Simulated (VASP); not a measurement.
Input:

```xyz
6
Lattice="3.9667 0.0000 0.0000 -1.9833 3.4352 0.0000 0.0000 0.0000 4.8602" Properties=species:S:1:pos:R:3 pbc="T T T"
B      0.0000     2.2902     1.2151
B      1.9833     1.1451     3.6452
Tc     0.0000     0.0000     0.0000
Tc     0.0000     0.0000     2.4301
Tc     0.0000     2.2902     3.6452
Tc     1.9833     1.1451     1.2151
```

Computed with PBE GGA, VASP's PBE PAW potentials (set 64) (plane waves; VASP). Run with 400 eV cut-off, 6×6×5 Γ-centred mesh, Fermi-Dirac smearing of 0.10 eV, potentials B Tc_pv.

At this cut-off the stress carries a Pulay error, which pulls relaxed volumes low.

Task: Estimate the energy per atom (σ→0), pressure, band gap (on the k-mesh) with the smallest direct gap where there is one.

Result: 
- band gap (on the k-mesh) = none (metal, semimetal or under 0.01 eV)
- energy per atom (σ→0) = -8.759 eV/atom
- pressure = 22.36 GPa

The absolute energy has meaning only against runs of the same code, potentials and settings.

The structure was generated: Tc2B was put into an ordered model structure, which need not be its known phase. The cell was not relaxed at this level. The k-mesh is coarse (spacing up to 0.30 per Å, 2π included), so the numbers may not be converged in it.
